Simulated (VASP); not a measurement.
These are LDA (Ceperley-Alder, Perdew-Zunger), VASP's LDA PAW potentials (set 64) (plane waves; VASP 6.6.1) values and carry that method's errors.

A VASP calculation is set up with these files.

**KPOINTS**
```
Automatic
0
gamma
8 8 8
0 0 0
```

INCAR:
```
SYSTEM  =  KI
PREC  =  Accurate; ENCUT  =  520; LREAL  =  .FALSE.
LASPH  =  .TRUE.
EDIFF  =  1E-7; NELM  =  100; ALGO  =  Normal
LMAXMIX  =  4
ISMEAR  =  -5
ISIF  =  2
LWAVE  =  .FALSE.; LCHARG  =  .TRUE.; LORBIT  =  11
NEDOS  =  601
```

**POSCAR**
```
KI
1
    0.0000000000     3.4129370931     3.4129370931
    3.4129370931     0.0000000000     3.4129370931
    3.4129370931     3.4129370931     0.0000000000
K I
1 1
Direct
  0.0000000000   0.0000000000   0.0000000000
  0.5000000000   0.5000000000   0.5000000000
```

POTCAR, in this order: K_sv I (LDA.64 set). Program: vasp_std.

The resulting files:

### OSZICAR
```
       N       E                     dE             d eps       ncg     rms          rms(c)
DAV:   1     0.972232387963E+02    0.97223E+02   -0.67239E+03   696   0.115E+03
DAV:   2     0.261310847670E+00   -0.96962E+02   -0.90345E+02   796   0.270E+02
DAV:   3    -0.596859583805E+01   -0.62299E+01   -0.62038E+01   904   0.598E+01
DAV:   4    -0.625212426914E+01   -0.28353E+00   -0.28326E+00  1276   0.122E+01
DAV:   5    -0.625343550349E+01   -0.13112E-02   -0.13112E-02   896   0.878E-01    0.403E+00
DAV:   6    -0.617924152544E+01    0.74194E-01   -0.93698E-02   868   0.223E+00    0.278E+00
DAV:   7    -0.616621135877E+01    0.13030E-01   -0.99787E-02   852   0.205E+00    0.813E-01
DAV:   8    -0.616620943168E+01    0.19271E-05   -0.15828E-02   868   0.107E+00    0.202E-01
DAV:   9    -0.616617298968E+01    0.36442E-04   -0.50340E-04   924   0.166E-01    0.800E-02
DAV:  10    -0.616621183713E+01   -0.38847E-04   -0.15823E-04   908   0.677E-02    0.680E-02
DAV:  11    -0.616620696851E+01    0.48686E-05   -0.50306E-05   848   0.464E-02    0.566E-03
DAV:  12    -0.616620684728E+01    0.12123E-06   -0.20346E-06   908   0.141E-02    0.282E-03
DAV:  13    -0.616620697131E+01   -0.12403E-06   -0.18248E-07   768   0.395E-03    0.294E-03
DAV:  14    -0.616620698236E+01   -0.11054E-07   -0.27224E-08   584   0.145E-03
   1 F= -.61662070E+01 E0= -.61662070E+01  d E =0.000000E+00
```

**OUTCAR**
```
------------------------ aborting loop because EDIFF is reached ----------------------------------------
  FORCE on cell =-STRESS in cart. coord.  units (eV):
  Direction    XX          YY          ZZ          XY          YZ          ZX
  --------------------------------------------------------------------------------------
  Total        0.0019585      0.0019585      0.0019585      0.0000000     -0.0000000      0.0000000
  in kB        0.0394658      0.0394658      0.0394658      0.0000000     -0.0000000      0.0000000
  external PRESSURE =       0.0394658 kB  Pullay stress =       0.0000000 kB
  volume of cell :       79.51
      direct lattice vectors                 reciprocal lattice vectors
     0.000000000  3.412937093  3.412937093    -0.146501382  0.146501382  0.146501382
     3.412937093  0.000000000  3.412937093     0.146501382 -0.146501382  0.146501382
     3.412937093  3.412937093  0.000000000     0.146501382  0.146501382 -0.146501382
  FREE ENERGIE OF THE ION-ELECTRON SYSTEM (eV)
  ---------------------------------------------------
  free  energy   TOTEN  =        -6.1662069824 eV

  energy  without entropy=       -6.1662069824  energy(sigma->0) =       -6.16620698

 total charge

# of ion       s       p       d       tot
------------------------------------------
    1        1.959   5.562   0.032   7.553
    2        1.498   2.855   0.002   4.355
--------------------------------------------------
tot          3.457   8.417   0.034  11.908
```
(Selected blocks of OUTCAR.)

The compound is KI in the rock salt structure. It was relaxed first, which changed the volume by -10 %.
